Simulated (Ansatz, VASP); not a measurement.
# Cross-check of H5C4SN2Cl (H5C4SN2Cl (Cmcm)) between VASP and Ansatz, part 2 of 2

Aim: how closely do two programs agree when they are given the same cell, functional and k mesh? The structure shown is the end of the Ansatz relaxation below.

VASP 6.6.1 and Ansatz 0.2.0.

So far. Step 3 (VASP: single point, LDA, pair 1): The run ends at a pressure of 0.26 GPa, with forces up to 0.28 eV/Å.

**4. Side by side**

Known differences besides the potentials themselves: the cutoff is 420 eV in Ansatz and 600 eV in VASP (PREC = Accurate, projectors in real space); VASP's log shows a relativistic correction to its local exchange, Ansatz's none. Total energies have different zeros and are not compared.

Both answers:

```tsv
quantity	Ansatz	VASP	difference
pressure (GPa)	0.35	0.26	+0.09
gap on the k mesh (eV)	1.872	1.877	-0.006
```

Forces on 7 of the 104 atoms, those with the largest forces and the largest differences (eV/Å; atoms numbered as in POSCAR):

```tsv
atom	Ansatz x, y, z	VASP x, y, z
C41	0.000, -0.019, 0.000	0.000, 0.281, 0.000
C42	0.000, 0.019, 0.000	0.000, -0.281, 0.000
C43	0.000, -0.019, 0.000	0.000, 0.281, 0.000
C57	0.000, -0.019, 0.000	0.000, 0.281, 0.000
C58	0.000, 0.019, 0.000	0.000, -0.281, 0.000
C59	0.000, -0.019, 0.000	0.000, 0.281, 0.000
C60	0.000, 0.019, 0.000	0.000, -0.281, 0.000
```

The forces differ by 61 meV/Å r.m.s., where the r.m.s. force is 0.015 eV/Å in Ansatz and 0.060 eV/Å in VASP: the atoms lie near their places of rest in Ansatz, so a percentage would say little (all taken over all components). A gap on the mesh is an upper bound, since the band edges may lie between its points.

**5. Ansatz: relaxation, LDA**

This run makes the geometry at which the two programs are then compared. The cell compared in this pair holds 1261.62 Å³, against 1236.64 Å³ for the pair before.

The structure compared here is the end of the Ansatz relaxation.

The input, input.yaml:

```yaml
crystal:
  lattice:
    - [7.82976, 0.0, 0.0]
    - [0.0, 13.04947, 0.0]
    - [0.0, 0.0, 12.34773]
  atoms:
    - { symbol: H, position: [0.7685, 0.25571, 0.375] }
    - { symbol: H, position: [0.2315, 0.74429, 0.125] }
    - { symbol: H, position: [0.2315, 0.25571, 0.375] }
    - { symbol: H, position: [0.7685, 0.74429, 0.125] }
    - { symbol: H, position: [0.2685, 0.75571, 0.375] }
    - { symbol: H, position: [0.7315, 0.24429, 0.125] }
    - { symbol: H, position: [0.7315, 0.75571, 0.375] }
    - { symbol: H, position: [0.2685, 0.24429, 0.125] }
    - { symbol: H, position: [0.5, 0.97535, 0.375] }
    - { symbol: H, position: [0.5, 0.02465, 0.125] }
    - { symbol: H, position: [0.0, 0.47535, 0.375] }
    - { symbol: H, position: [0.0, 0.52465, 0.125] }
    - { symbol: H, position: [0.77891, 0.07948, 0.375] }
    - { symbol: H, position: [0.22109, 0.92052, 0.125] }
    - { symbol: H, position: [0.22109, 0.07948, 0.375] }
    - { symbol: H, position: [0.77891, 0.92052, 0.125] }
    - { symbol: H, position: [0.27891, 0.57948, 0.375] }
    - { symbol: H, position: [0.72109, 0.42052, 0.125] }
    - { symbol: H, position: [0.72109, 0.57948, 0.375] }
    - { symbol: H, position: [0.27891, 0.42052, 0.125] }
    - { symbol: C, position: [0.5, 0.27368, 0.375] }
    - { symbol: C, position: [0.5, 0.72632, 0.125] }
    - { symbol: C, position: [0.0, 0.77368, 0.375] }
    - { symbol: C, position: [0.0, 0.22632, 0.125] }
    - { symbol: C, position: [0.5, 0.05959, 0.375] }
    - { symbol: C, position: [0.5, 0.94041, 0.125] }
    - { symbol: C, position: [0.0, 0.55959, 0.375] }
    - { symbol: C, position: [0.0, 0.44041, 0.125] }
    - { symbol: C, position: [0.65073, 0.11518, 0.375] }
    - { symbol: C, position: [0.34927, 0.88482, 0.125] }
    - { symbol: C, position: [0.34927, 0.11518, 0.375] }
    - { symbol: C, position: [0.65073, 0.88482, 0.125] }
    - { symbol: C, position: [0.15073, 0.61518, 0.375] }
    - { symbol: C, position: [0.84927, 0.38482, 0.125] }
    - { symbol: C, position: [0.84927, 0.61518, 0.375] }
    - { symbol: C, position: [0.15073, 0.38482, 0.125] }
    - { symbol: S, position: [0.5, 0.40053, 0.375] }
    - { symbol: S, position: [0.5, 0.59947, 0.125] }
    - { symbol: S, position: [0.0, 0.90053, 0.375] }
    - { symbol: S, position: [0.0, 0.09947, 0.125] }
    - { symbol: "N", position: [0.64753, 0.21669, 0.375] }
    - { symbol: "N", position: [0.35247, 0.78331, 0.125] }
    - { symbol: "N", position: [0.35247, 0.21669, 0.375] }
    - { symbol: "N", position: [0.64753, 0.78331, 0.125] }
    - { symbol: "N", position: [0.14753, 0.71669, 0.375] }
    - { symbol: "N", position: [0.85247, 0.28331, 0.125] }
    - { symbol: "N", position: [0.85247, 0.71669, 0.375] }
    - { symbol: "N", position: [0.14753, 0.28331, 0.125] }
    - { symbol: Cl, position: [0.5, 0.19527, 0.125] }
    - { symbol: Cl, position: [0.5, 0.80473, 0.375] }
    - { symbol: Cl, position: [0.0, 0.69527, 0.125] }
    - { symbol: Cl, position: [0.0, 0.30473, 0.375] }
    - { symbol: H, position: [0.7685, 0.25571, 0.875] }
    - { symbol: H, position: [0.2315, 0.74429, 0.625] }
    - { symbol: H, position: [0.2315, 0.25571, 0.875] }
    - { symbol: H, position: [0.7685, 0.74429, 0.625] }
    - { symbol: H, position: [0.2685, 0.75571, 0.875] }
    - { symbol: H, position: [0.7315, 0.24429, 0.625] }
    - { symbol: H, position: [0.7315, 0.75571, 0.875] }
    - { symbol: H, position: [0.2685, 0.24429, 0.625] }
    - { symbol: H, position: [0.5, 0.97535, 0.875] }
    - { symbol: H, position: [0.5, 0.02465, 0.625] }
    - { symbol: H, position: [0.0, 0.47535, 0.875] }
    - { symbol: H, position: [0.0, 0.52465, 0.625] }
    - { symbol: H, position: [0.77891, 0.07948, 0.875] }
    - { symbol: H, position: [0.22109, 0.92052, 0.625] }
    - { symbol: H, position: [0.22109, 0.07948, 0.875] }
    - { symbol: H, position: [0.77891, 0.92052, 0.625] }
    - { symbol: H, position: [0.27891, 0.57948, 0.875] }
    - { symbol: H, position: [0.72109, 0.42052, 0.625] }
    - { symbol: H, position: [0.72109, 0.57948, 0.875] }
    - { symbol: H, position: [0.27891, 0.42052, 0.625] }
    - { symbol: C, position: [0.5, 0.27368, 0.875] }
    - { symbol: C, position: [0.5, 0.72632, 0.625] }
    - { symbol: C, position: [0.0, 0.77368, 0.875] }
    - { symbol: C, position: [0.0, 0.22632, 0.625] }
    - { symbol: C, position: [0.5, 0.05959, 0.875] }
    - { symbol: C, position: [0.5, 0.94041, 0.625] }
    - { symbol: C, position: [0.0, 0.55959, 0.875] }
    - { symbol: C, position: [0.0, 0.44041, 0.625] }
    - { symbol: C, position: [0.65073, 0.11518, 0.875] }
    - { symbol: C, position: [0.34927, 0.88482, 0.625] }
    - { symbol: C, position: [0.34927, 0.11518, 0.875] }
    - { symbol: C, position: [0.65073, 0.88482, 0.625] }
    - { symbol: C, position: [0.15073, 0.61518, 0.875] }
    - { symbol: C, position: [0.84927, 0.38482, 0.625] }
    - { symbol: C, position: [0.84927, 0.61518, 0.875] }
    - { symbol: C, position: [0.15073, 0.38482, 0.625] }
    - { symbol: S, position: [0.5, 0.40053, 0.875] }
    - { symbol: S, position: [0.5, 0.59947, 0.625] }
    - { symbol: S, position: [0.0, 0.90053, 0.875] }
    - { symbol: S, position: [0.0, 0.09947, 0.625] }
    - { symbol: "N", position: [0.64753, 0.21669, 0.875] }
    - { symbol: "N", position: [0.35247, 0.78331, 0.625] }
    - { symbol: "N", position: [0.35247, 0.21669, 0.875] }
    - { symbol: "N", position: [0.64753, 0.78331, 0.625] }
    - { symbol: "N", position: [0.14753, 0.71669, 0.875] }
    - { symbol: "N", position: [0.85247, 0.28331, 0.625] }
    - { symbol: "N", position: [0.85247, 0.71669, 0.875] }
    - { symbol: "N", position: [0.14753, 0.28331, 0.625] }
    - { symbol: Cl, position: [0.5, 0.19527, 0.625] }
    - { symbol: Cl, position: [0.5, 0.80473, 0.875] }
    - { symbol: Cl, position: [0.0, 0.69527, 0.625] }
    - { symbol: Cl, position: [0.0, 0.30473, 0.875] }
kpoints:
  mp_grid: { grid: [1, 1, 1] }
hamiltonian:
  xc: lda
scf:
  occupations: { method: gaussian, width: 0.025 }
output:
  forces: true
  eigenvalues: true
  stress: true
relax:
  f_tol: 0.05
  max_steps: 70
```

Launch:

```bash
ansatz run input.yaml --threads 4 --pin off --max-ram 8192MiB --backend cpu --events-out ev --progress --plain --runs-dir out
```

Numbers of over 12 decimals in the logs are rounded to 6 here.

Log:

```text
[...]
Crystal: 104 atoms, lattice volume = 1261.620 Å³
Basis set: ecut = 420 eV, 24661 PW (Γ)
Bands: 280, of which v1, the nominal top of the filled ones, is band 176 counted from 1 (175 counted from 0)
Symmetry: 32 space group operations
[...]
k-points: 1
[...]
SCF iter   1: F=—  HF=-29702.023604 eV  |F-HF|=—  |Δ(HF+E_count)|=         —  Δρ=9.76e-3  dr2=1.59e0  ethr=1.77e-3  ⟨swp⟩=5.0  Hψ=1152  notcnv=0  defer=69
[...]
- { symbol: S, position: [0.5, 0.402465, 0.875000] }
    - { symbol: S, position: [0.5, 0.597535, 0.625] }
    - { symbol: S, position: [0, 0.902465, 0.875000] }
    - { symbol: S, position: [0, 0.097535, 0.625] }
[...]
- { symbol: N, position: [0.146189, 0.718662, 0.875000] }
    - { symbol: N, position: [0.853811, 0.281338, 0.625] }
    - { symbol: N, position: [0.853811, 0.718662, 0.875000] }
    - { symbol: N, position: [0.146189, 0.281338, 0.625] }
    - { symbol: Cl, position: [0.5, 0.195683, 0.625] }
    - { symbol: Cl, position: [0.5, 0.804317, 0.875000] }
    - { symbol: Cl, position: [0, 0.695683, 0.625] }
    - { symbol: Cl, position: [0, 0.304317, 0.875000] }
```

**6. VASP: single point, LDA, pair 2**

The same cell, functional (in two slightly different forms), mesh and smearing now go to VASP, with its own data sets.

The input, INCAR:

```
SYSTEM = H5C4SN2Cl
PREC = Accurate
ENCUT = 600
EDIFF = 1E-06
NELM = 120
ISMEAR = 0
SIGMA = 0.025
LREAL = Auto
ALGO = Normal
GGA = PW92
NBANDS = 248
LORBIT = 11
LWAVE = .FALSE.
LCHARG = .FALSE.
ISIF = 2
LASPH = .TRUE.
GGA_COMPAT = .FALSE.
EFERMI = MIDGAP
NCORE = 2
```

The input, POSCAR:

```
H5C4SN2Cl
1.0
    7.8297600000      0.0000000000      0.0000000000
    0.0000000000     13.0494700000      0.0000000000
    0.0000000000      0.0000000000     12.3477300000
H C S N Cl
40 32 8 16 8
Direct
    0.7660900000      0.2575400000      0.3750000000
    0.2339100000      0.7424600000      0.1250000000
    0.2339100000      0.2575400000      0.3750000000
    0.7660900000      0.7424600000      0.1250000000
    0.2660900000      0.7575400000      0.3750000000
    0.7339100000      0.2424600000      0.1250000000
    0.7339100000      0.7575400000      0.3750000000
    0.2660900000      0.2424600000      0.1250000000
    0.5000000000      0.9773400000      0.3750000000
    0.5000000000      0.0226600000      0.1250000000
    0.0000000000      0.4773400000      0.3750000000
    0.0000000000      0.5226600000      0.1250000000
    0.7759800000      0.0814300000      0.3750000000
    0.2240200000      0.9185700000      0.1250000000
    0.2240200000      0.0814300000      0.3750000000
    0.7759800000      0.9185700000      0.1250000000
    0.2759800000      0.5814300000      0.3750000000
    0.7240200000      0.4185700000      0.1250000000
    0.7240200000      0.5814300000      0.3750000000
    0.2759800000      0.4185700000      0.1250000000
    0.7660900000      0.2575400000      0.8750000000
    0.2339100000      0.7424600000      0.6250000000
    0.2339100000      0.2575400000      0.8750000000
    0.7660900000      0.7424600000      0.6250000000
    0.2660900000      0.7575400000      0.8750000000
    0.7339100000      0.2424600000      0.6250000000
    0.7339100000      0.7575400000      0.8750000000
    0.2660900000      0.2424600000      0.6250000000
    0.5000000000      0.9773400000      0.8750000000
    0.5000000000      0.0226600000      0.6250000000
[... 68 atom lines left out ...]
    0.0000000000      0.6956800000      0.1250000000
    0.0000000000      0.3043200000      0.3750000000
    0.5000000000      0.1956800000      0.6250000000
    0.5000000000      0.8043200000      0.8750000000
    0.0000000000      0.6956800000      0.6250000000
    0.0000000000      0.3043200000      0.8750000000
```

The input, KPOINTS:

```
Automatic mesh
0
Gamma
1 1 1
0 0 0
```

Potentials, in the order of the species: H, C, S, N and Cl (LDA family, release 64).

Launch:

```bash
mpirun -np 8 vasp_gam
```

Log:

```text
[banner, memory and clock lines left out]
running    8 mpi-ranks, on    1 nodes
[...]
[... a notice as in an earlier step ...]

 LDA part: xc-table for (Slater(with rela. corr.)+PW92), standard interpolation
 POSCAR, INCAR and KPOINTS ok, starting setup
[...]
entering main loop
       N       E                     dE             d eps       ncg     rms          rms(c)
DAV:   1     0.336410041564E+04    0.33641E+04   -0.19356E+05   496   0.148E+03
DAV:   2    -0.213055181534E+03   -0.35772E+04   -0.33717E+04   784   0.311E+02
DAV:   3    -0.704531395424E+03   -0.49148E+03   -0.48413E+03   608   0.122E+02
DAV:   4    -0.719926119700E+03   -0.15395E+02   -0.15340E+02   600   0.231E+01
[...]
DAV:  13    -0.676356986016E+03   -0.73795E-04   -0.12732E-04   616   0.236E-02    0.382E-02
DAV:  14    -0.676356996179E+03   -0.10163E-04   -0.31673E-05   584   0.103E-02    0.121E-02
DAV:  15    -0.676356996333E+03   -0.15380E-06   -0.45002E-06   544   0.471E-03
   1 F= -.67635700E+03 E0= -.67635700E+03  d E =0.000000E+00
```

OUTCAR, selected parts (step 6):

```text
  FREE ENERGIE OF THE ION-ELECTRON SYSTEM (eV)
  ---------------------------------------------------
  free  energy   TOTEN  =      -676.3569963329 eV

  energy  without entropy=     -676.3569963329  energy(sigma->0) =     -676.35699633
```

The run ends at a pressure of -0.34 GPa, with forces up to 0.32 eV/Å.

**7. Side by side**

Compared:

```tsv
quantity	Ansatz	VASP	difference
pressure (GPa)	-0.24	-0.34	+0.10
gap on the k mesh (eV)	1.884	1.891	-0.007
```

Forces on 7 of the 104 atoms, those with the largest forces and the largest differences (eV/Å; atoms numbered as in POSCAR):

```tsv
atom	Ansatz x, y, z	VASP x, y, z
C41	0.000, 0.017, 0.000	0.000, 0.319, 0.000
C42	0.000, -0.017, 0.000	0.000, -0.319, 0.000
C43	0.000, 0.017, 0.000	0.000, 0.319, 0.000
C57	0.000, 0.017, 0.000	0.000, 0.319, 0.000
C58	0.000, -0.017, 0.000	0.000, -0.319, 0.000
C59	0.000, 0.017, 0.000	0.000, 0.319, 0.000
C60	0.000, -0.017, 0.000	0.000, -0.319, 0.000
```

The forces differ by 63 meV/Å r.m.s., where the r.m.s. force is 0.015 eV/Å in Ansatz and 0.068 eV/Å in VASP: the atoms lie near their places of rest in Ansatz, so a percentage would say little (all taken over all components). A gap on the mesh is an upper bound, since the band edges may lie between its points.

**8. Ansatz: relaxation, LDA**

This run makes the geometry at which the two programs are then compared. The cell compared in this pair holds 1211.66 Å³, against 1261.62 Å³ for the pair before.

The structure compared here is the end of the Ansatz relaxation.

Changes to input.yaml since step 5:

```diff
@@ -2,5 +2,5 @@
   lattice:
-    - [7.82976, 0.0, 0.0]
-    - [0.0, 13.04947, 0.0]
-    - [0.0, 0.0, 12.34773]
+    - [7.67393, 0.0, 0.0]
+    - [0.0, 12.91765, 0.0]
+    - [0.0, 0.0, 12.223]
   atoms:
```

Launch:

```bash
ansatz run input.yaml --threads 4 --pin off --max-ram 8192MiB --backend cpu --events-out ev --progress --plain --runs-dir out
```

Log:

```text
[...]
Crystal: 104 atoms, lattice volume = 1211.656 Å³
Basis set: ecut = 420 eV, 23683 PW (Γ)
Bands: 280, of which v1, the nominal top of the filled ones, is band 176 counted from 1 (175 counted from 0)
Symmetry: 32 space group operations
[...]
k-points: 1
[...]
SCF iter   1: F=—  HF=-29701.748215 eV  |F-HF|=—  |Δ(HF+E_count)|=         —  Δρ=1.01e-2  dr2=1.54e0  ethr=1.77e-3  ⟨swp⟩=6.0  Hψ=1276  notcnv=0  defer=37
[...]
- { symbol: S, position: [0.5, 0.597540, 0.625000] }
    - { symbol: S, position: [0, 0.902460, 0.875000] }
    - { symbol: S, position: [0, 0.097540, 0.625000] }
[...]
- { symbol: N, position: [0.148761, 0.716662, 0.875000] }
    - { symbol: N, position: [0.851239, 0.283338, 0.625000] }
    - { symbol: N, position: [0.851239, 0.716662, 0.875000] }
    - { symbol: N, position: [0.148761, 0.283338, 0.625000] }
    - { symbol: Cl, position: [0.5, 0.194174, 0.625000] }
    - { symbol: Cl, position: [0.5, 0.805826, 0.875000] }
    - { symbol: Cl, position: [0, 0.694174, 0.625000] }
    - { symbol: Cl, position: [0, 0.305826, 0.875000] }
```

**9. VASP: single point, LDA, pair 3**

The same cell, functional (in two slightly different forms), mesh and smearing now go to VASP, with its own data sets.

INCAR is that of step 6.

The input, POSCAR:

```
H5C4SN2Cl
1.0
    7.6739300000      0.0000000000      0.0000000000
    0.0000000000     12.9176500000      0.0000000000
    0.0000000000      0.0000000000     12.2230000000
H C S N Cl
40 32 8 16 8
Direct
    0.7708700000      0.2561700000      0.3750000000
    0.2291300000      0.7438300000      0.1250000000
    0.2291300000      0.2561700000      0.3750000000
    0.7708700000      0.7438300000      0.1250000000
    0.2708700000      0.7561700000      0.3750000000
    0.7291300000      0.2438300000      0.1250000000
    0.7291300000      0.7561700000      0.3750000000
    0.2708700000      0.2438300000      0.1250000000
    0.5000000000      0.9731600000      0.3750000000
    0.5000000000      0.0268400000      0.1250000000
    0.0000000000      0.4731600000      0.3750000000
    0.0000000000      0.5268400000      0.1250000000
    0.7816000000      0.0780800000      0.3750000000
    0.2184000000      0.9219200000      0.1250000000
    0.2184000000      0.0780800000      0.3750000000
    0.7816000000      0.9219200000      0.1250000000
    0.2816000000      0.5780800000      0.3750000000
    0.7184000000      0.4219200000      0.1250000000
    0.7184000000      0.5780800000      0.3750000000
    0.2816000000      0.4219200000      0.1250000000
    0.7708700000      0.2561700000      0.8750000000
    0.2291300000      0.7438300000      0.6250000000
    0.2291300000      0.2561700000      0.8750000000
    0.7708700000      0.7438300000      0.6250000000
    0.2708700000      0.7561700000      0.8750000000
    0.7291300000      0.2438300000      0.6250000000
    0.7291300000      0.7561700000      0.8750000000
    0.2708700000      0.2438300000      0.6250000000
    0.5000000000      0.9731600000      0.8750000000
    0.5000000000      0.0268400000      0.6250000000
[... 68 atom lines left out ...]
    0.0000000000      0.6941700000      0.1250000000
    0.0000000000      0.3058300000      0.3750000000
    0.5000000000      0.1941700000      0.6250000000
    0.5000000000      0.8058300000      0.8750000000
    0.0000000000      0.6941700000      0.6250000000
    0.0000000000      0.3058300000      0.8750000000
```

KPOINTS is that of step 6.

Launch:

```bash
mpirun -np 8 vasp_gam
```

Log:

```text
[... set-up lines as in an earlier step ...]
 entering main loop
       N       E                     dE             d eps       ncg     rms          rms(c)
DAV:   1     0.335177710592E+04    0.33518E+04   -0.19554E+05   496   0.149E+03
DAV:   2    -0.225050067581E+03   -0.35768E+04   -0.33829E+04   752   0.318E+02
DAV:   3    -0.705294060200E+03   -0.48024E+03   -0.47215E+03   600   0.122E+02
DAV:   4    -0.720307037809E+03   -0.15013E+02   -0.14954E+02   600   0.229E+01
[...]
DAV:  13    -0.676281132641E+03   -0.66624E-04   -0.10930E-04   608   0.223E-02    0.391E-02
DAV:  14    -0.676281143738E+03   -0.11096E-04   -0.37683E-05   584   0.106E-02    0.118E-02
DAV:  15    -0.676281143808E+03   -0.70722E-07   -0.37576E-06   544   0.456E-03
   1 F= -.67628114E+03 E0= -.67628114E+03  d E =0.000000E+00
```

From OUTCAR (step 9):

```text
  FREE ENERGIE OF THE ION-ELECTRON SYSTEM (eV)
  ---------------------------------------------------
  free  energy   TOTEN  =      -676.2811438083 eV

  energy  without entropy=     -676.2811438083  energy(sigma->0) =     -676.28114381
```

The run ends at a pressure of 0.66 GPa, with forces up to 0.26 eV/Å.

**10. Differences**

The two programs side by side:

```tsv
quantity	Ansatz	VASP	difference
pressure (GPa)	0.76	0.66	+0.10
gap on the k mesh (eV)	1.886	1.893	-0.007
```

Forces on 7 of the 104 atoms, those with the largest forces and the largest differences (eV/Å; atoms numbered as in POSCAR):

```tsv
atom	Ansatz x, y, z	VASP x, y, z
C41	0.000, -0.040, 0.000	0.000, 0.262, 0.000
C42	0.000, 0.040, 0.000	0.000, -0.262, 0.000
C43	0.000, -0.040, 0.000	0.000, 0.262, 0.000
C57	0.000, -0.040, 0.000	0.000, 0.262, 0.000
C58	0.000, 0.040, 0.000	0.000, -0.262, 0.000
C59	0.000, -0.040, 0.000	0.000, 0.262, 0.000
C60	0.000, 0.040, 0.000	0.000, -0.262, 0.000
```

The forces differ by 63 meV/Å r.m.s., where the r.m.s. force is 0.009 eV/Å in Ansatz and 0.060 eV/Å in VASP: the atoms lie near their places of rest in Ansatz, so a percentage would say little (all taken over all components). A gap on the mesh is an upper bound, since the band edges may lie between its points.

**11. What came out**

* r.m.s. force difference (single point, LDA, pair 1): 61 meV/Å
* r.m.s. force difference (single point, LDA, pair 2): 63 meV/Å
* r.m.s. force difference (single point, LDA, pair 3): 63 meV/Å

The r.m.s. force difference is 63 meV/Å (single point, LDA, pair 3), beyond the 12 meV/Å picked in this series as the mark of a large difference. What causes the difference of the single point, LDA, pair 1 pair stays open here. What causes the difference of the single point, LDA, pair 2 pair stays open here. What causes the difference of the single point, LDA, pair 3 pair stays open here. 12 further pairs of this series are not shown here. Such differences can come from data sets, numerical settings and the points named under the comparisons, not from the functional's error against experiment.

[Lines on the potential files, build, host, timing and source positions are cut from VASP's logs without a mark.]

[Logs are printed without paths, hosts, clocks, repeated set-up lines and the standing remarks that a program may print on its own settings, such as how far it seeks lower states.]

[Hosts, paths, dates, database ids (printed as entryN), source tags and the programs' standing remarks are cut or masked in the printed files.]
